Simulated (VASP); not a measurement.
## Ca (fcc): computed properties

These are LDA (Ceperley-Alder, Perdew-Zunger), VASP's LDA PAW potentials (set 64) (plane waves; VASP) values and carry that method's errors.

space group: Fm-3m (225)
cell: a = 5.334 Å, b = 5.334 Å, c = 5.334 Å, α = 90.00°, β = 90.00°, γ = 90.00°
volume per atom: 37.95 Å³/atom
band gap (over mesh and band path): none (metal, semimetal or under 0.01 eV)
Hill bulk modulus: 18.9 GPa
Hill shear modulus: 7.1 GPa
Poisson's ratio: 0.332
density: 1.75 g/cm³
C11: 23.8 GPa
C12: 16.4 GPa
C44: 11.0 GPa

Ca has the cubic space group Fm-3m (No. 225), the fcc (Cu type) structure, Pearson symbol cF4. Lattice parameters: a = b = c = 5.334 Å, α = β = γ = 90.00°. Ca on 4a has 12 Ca at 3.772 Å (cuboctahedral). (Neighbours: up to the widest gap in distance over summed covalent radii, below 1.35, at either atom.)
(The calculation used a cell of 1 atom; values per cell refer to that cell.)

Measured: a 5.553 Å at 0 K (computed value off by -3.9 %), as given by Gábor I. Csonka et al., Physical Review B (2009), arXiv:0903.4037 [low-temperature or extrapolated to 0 K; zero-point anharmonic expansion removed]. Finite-difference elastic constants of metals are sensitive to mesh and smearing; shear constants can be off by tens of GPa.

The compound is Ca in the fcc structure. It was relaxed first, which changed the volume by -13 %. Symmetry was kept, so distortions that lower it aren't found.
